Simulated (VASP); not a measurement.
The system is BeGe.

```xyz
2
Lattice="3.8955 0.0000 0.0000 -1.9478 3.3736 0.0000 0.0000 0.0000 2.5575" Properties=species:S:1:pos:R:3 pbc="T T T"
Be    1.9478    1.1245    0.0000
Ge    0.0000    0.0000    0.0000
```

The cell was built by a generator and needn't be a form met in nature.

| Quantity | Value |
| --- | --- |
| Program | VASP 6.6.1 |
| Task | single point |
| Functional | PBE |
| Potentials or basis | VASP PAW PBE potentials, release 64 (Be, Ge_d) |
| Cutoff | 520 eV |
| k mesh | 8 × 8 × 10 |
| Occupations | fermi-dirac, width 0.05 eV |
| Spin | no spin polarisation |

On this cell: pressure 2.5 GPa; largest force under 0.003 eV/Å; band gap on the k mesh none (metal or under the smearing width).

The same run follows on a disturbed copy (atoms moved at random, drawn with an rms of 0.05 Å):

```
CELL_PARAMETERS angstrom
3.89552 0.00000 0.00000
-1.94776 3.37362 0.00000
0.00000 0.00000 2.55752
ATOMIC_POSITIONS crystal
Be 0.66148 0.33456 0.99598
Ge 0.99774 0.01228 0.99600
```

Question: What changes?

Answer: The energy (extrapolated to zero smearing) moves by +2.5 meV/atom; pressure 2.6 GPa; largest force 0.249 eV/Å; band gap on the k mesh none (metal or under the smearing width).

Forces on the atoms (eV/Å):
```
Be  -0.076  0.237  0.000
Ge   0.076 -0.237  0.000
```

Stress tensor (GPa, compression positive):
```
 4.67 -0.43  0.00
-0.43  1.75  0.00
 0.00  0.00  1.26
```
